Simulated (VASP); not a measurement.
Wanted: the native input for a VASP 6.6.1 run.

```
Task                    : density of states
Functional              : PBE
Potentials or basis     : VASP PAW PBE potentials, release 64 (Zn, Cd, Se, S)
Cutoff                  : 520 eV
k mesh                  : 8 × 8 × 2
Occupations             : gaussian, width 0.1 eV
Spin                    : no spin polarisation
k mesh for the DOS      : 12 × 12 × 3
Occupations for the DOS : tetrahedron
Further INCAR settings  : ALGO = Fast; EDIFF = 1e-07; NBANDS = 46
```

Crystal: ZnCd3Se3S.

```xyz
8
Lattice="4.2467 0.0000 0.0000 -2.1233 3.6777 0.0000 0.0000 0.0000 14.0372" Properties=species:S:1:pos:R:3 pbc="T T T"
Zn    0.0000    0.0000   13.9440
Cd    0.0000    2.4518   10.7579
Cd    0.0000    0.0000    7.0703
Cd    0.0000    2.4518    3.3864
Se    0.0000    0.0000    9.7420
Se    0.0000    0.0000    2.3876
Se    0.0000    2.4518    6.0596
S     0.0000    2.4518   13.3265
```

The cell was built by a generator and needn't be a form met in nature.

These files were run (other wordings do the same):

POSCAR

```
ZnCd3Se3S
1.0
    4.2466790000      0.0000000000      0.0000000000
   -2.1233390000      3.6777320000      0.0000000000
    0.0000000000      0.0000000000     14.0372300000
Zn Cd Se S
1 3 3 1
Direct
    0.0000000000      0.0000000000      0.9933610000
    0.3333330000      0.6666670000      0.7663850000
    0.0000000000      0.0000000000      0.5036840000
    0.3333330000      0.6666670000      0.2412430000
    0.0000000000      0.0000000000      0.6940090000
    0.0000000000      0.0000000000      0.1700910000
    0.3333330000      0.6666670000      0.4316780000
    0.3333330000      0.6666670000      0.9493680000
```

INCAR.step1

```
PREC = Accurate ; ENCUT = 520
EDIFF = 1E-7 ; ISMEAR = 0
SIGMA = 0.1 ; LREAL = F
LASPH = T ; NELM = 60
ALGO = Fast ; ISIF = 2
LWAVE = F ; LCHARG = T
GGA = PE ; NBANDS = 46
KPAR = 2
```

KPOINTS.step1

```
Automatic mesh
0
Gamma
  8 8 2
```

INCAR.step2

```
PREC = Accurate ; ENCUT = 520
EDIFF = 1E-7 ; ISMEAR = -5
SIGMA = 0.1 ; LREAL = F
LASPH = T ; NELM = 60
ALGO = Fast ; ISIF = 2
LWAVE = F ; LCHARG = F
GGA = PE ; LORBIT = 10
NBANDS = 46 ; KPAR = 2
NEDOS = 2001 ; ICHARG = 11
```

KPOINTS.step2

```
Automatic mesh
0
Gamma
  12 12 3
```

Potentials or basis: VASP PAW PBE potentials, release 64 (Zn, Cd, Se, S).

Command:

```bash
$ cat potpaw_PBE.64/Zn/POTCAR potpaw_PBE.64/Cd/POTCAR potpaw_PBE.64/Se/POTCAR potpaw_PBE.64/S/POTCAR > POTCAR
$ cp INCAR.step1 INCAR
$ cp KPOINTS.step1 KPOINTS
$ mpirun -np 2 vasp_std > vasp.out
$ cp INCAR.step2 INCAR
$ cp KPOINTS.step2 KPOINTS
$ mpirun -np 2 vasp_std > vasp.out
```

It gave:

```yaml
Valence_electrons_inside_the_program's_atomic_spheres: Zn 10.60; Cd 10.30, 10.29; Se 3.85, 3.86; S 3.67
```

Run time: 3.6 min on 2 MPI ranks on Intel(R) Xeon(R) Platinum 8488C (Sapphire Rapids), on a shared host, peak memory 0.62 GiB a rank.
